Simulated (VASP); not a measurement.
A VASP calculation is set up with these files.

File KPOINTS:
```
Automatic mesh
0
gamma
6 6 6
```

### POSCAR
```
Al2CdS4
1
   -2.7948550000     2.7948550000     5.0860700000
    2.7948550000    -2.7948550000     5.0860700000
    2.7948550000     2.7948550000    -5.0860700000
Al Cd S
2 1 4
Direct
  0.7500000000   0.2500000000   0.5000000000
  0.5000000000   0.5000000000   0.0000000000
  0.0000000000   0.0000000000   0.0000000000
  0.6011000000   0.1455900000   0.0151900000
  0.8544100000   0.8696000000   0.4555100000
  0.1304000000   0.5859100000   0.9848100000
  0.4140900000   0.3989000000   0.5444900000
```

### INCAR
```
LMAXMIX=4
SYSTEM=Al2CdS4
LASPH=T
LCHARG=F
ISMEAR=0   ! Gaussian
GGA=PS   ! PBEsol
PREC=Accurate
ISIF=2   ! forces and stress, cell fixed
ALGO=Normal   ! blocked Davidson
LREAL=F   ! projection in real space or not
NELM=100   ! most electronic steps
LWAVE=F
EDIFF=1E-6   ! SCF stop (eV)
ENCUT=300   ! plane-wave cut-off (eV)
SIGMA=0.01   ! width (eV)
```

POTCAR, in this order: Al Cd S (PBE.64 set). Program: vasp_std.

### Question
Write an equivalent input for Ansatz.

### Answer
One equivalent input (not run):
Ansatz 0.2 input:
```yaml
crystal:
  lattice:
    - [-2.7948550, 2.7948550, 5.0860700]
    - [2.7948550, -2.7948550, 5.0860700]
    - [2.7948550, 2.7948550, -5.0860700]
  atoms:
    - { symbol: Al, position: [0.7500000, 0.2500000, 0.5000000] }
    - { symbol: Al, position: [0.5000000, 0.5000000, 0.0000000] }
    - { symbol: Cd, position: [0.0000000, 0.0000000, 0.0000000] }
    - { symbol: S, position: [0.6011000, 0.1455900, 0.0151900] }
    - { symbol: S, position: [0.8544100, 0.8696000, 0.4555100] }
    - { symbol: S, position: [0.1304000, 0.5859100, 0.9848100] }
    - { symbol: S, position: [0.4140900, 0.3989000, 0.5444900] }
kpoints:
  mp_grid: { grid: [6, 6, 6] }
hamiltonian:
  xc: pbesol
  pseudopotentials: { kind: paw }
scf:
  occupations: { method: gaussian, width: 0.01 }
  max_iter: 100
output: { forces: true, stress: true, eigenvalues: true }
```
Limits of the translation: each code has its own PAW files, so the cut-off isn't converted (ENCUT is set for VASP's; basis.ecutwfc is left out, and Ansatz then takes the one that its files recommend); Ansatz stops its SCF on the density residual and VASP on the energy change (EDIFF).

The structure comes from a computed database's Al2CdS4 entry (I-4); how it stands against other phases isn't given here. The cell was not relaxed at this level.
